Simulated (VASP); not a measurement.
# Mg2ZnTeS2: single point with r2SCAN

The system is Mg2ZnTeS2.

```xyz
6
Lattice="4.1325 0.0000 0.0000 -2.0662 3.5788 0.0000 0.0000 0.0000 10.2760" Properties=species:S:1:pos:R:3 pbc="T T T"
Mg    0.0000    2.3859    3.6812
Mg    2.0662    1.1929    6.8998
Zn    0.0000    0.0000   10.0419
Te    0.0000    0.0000    2.4179
S     2.0662    1.1929    9.3601
S     0.0000    2.3859    6.1354
```

The cell was built by a generator and needn't be a form met in nature.

* Program: VASP 6.6.1
* Task: single point
* Functional: r2SCAN
* Potentials or basis: VASP PAW PBE potentials, release 64 (Mg, Zn, Te, S)
* Cutoff: 520 eV
* k mesh: 8 × 8 × 4
* Occupations: gaussian, width 0.1 eV
* Spin: no spin polarisation
* Further INCAR settings: ALGO = Normal; EDIFF = 1e-06; NBANDS = 26

```
Pressure               : -1.3 GPa
Largest force          : 0.050 eV/Å
Band gap on the k mesh : 0.90 eV, direct
```

Forces on the atoms (eV/Å):
```
Mg   0.000  0.000 -0.050
Mg   0.000  0.000  0.035
Zn   0.000  0.000  0.015
Te   0.000  0.000  0.012
S    0.000  0.000  0.009
S    0.000  0.000 -0.020
```

Stress tensor (GPa, compression positive):
```
-1.27  0.00  0.00
 0.00 -1.27  0.00
 0.00  0.00 -1.45
```

Levels at points of the mesh, in eV from the valence-band top:
| k point | band 13 | band 14 | band 15 | band 16 | band 17 | band 18 | band 19 | band 20 | band 21 | band 22 |
| --- | --- | --- | --- | --- | --- | --- | --- | --- | --- | --- |
| (0.00, 0.00, 0.00) | -1.87 | -1.87 | -1.46 | 0.00 | 0.00 | 0.90 | 2.77 | 4.71 | 5.23 | 5.58 |
| (0.50, 0.00, 0.00) | -3.01 | -2.82 | -2.64 | -2.11 | -0.92 | 2.29 | 2.83 | 3.90 | 4.35 | 4.62 |
| (0.00, 0.00, 0.50) | -2.31 | -1.87 | -1.87 | -0.01 | -0.01 | 1.41 | 2.68 | 4.58 | 5.11 | 5.62 |
| (0.50, 0.00, 0.50) | -3.03 | -2.99 | -2.67 | -1.77 | -0.90 | 2.43 | 2.86 | 3.42 | 4.33 | 4.77 |

Wall time 2.7 min on 4 MPI ranks on Intel(R) Xeon(R) Platinum 8488C (Sapphire Rapids) (shared host), peak memory 0.41 GiB a rank.

Caveat: the PAW data sets were made with another functional, which shifts forces and pressure a little; spin-orbit coupling is left out, which moves the levels of the heavy elements. A k mesh can miss the band edges.
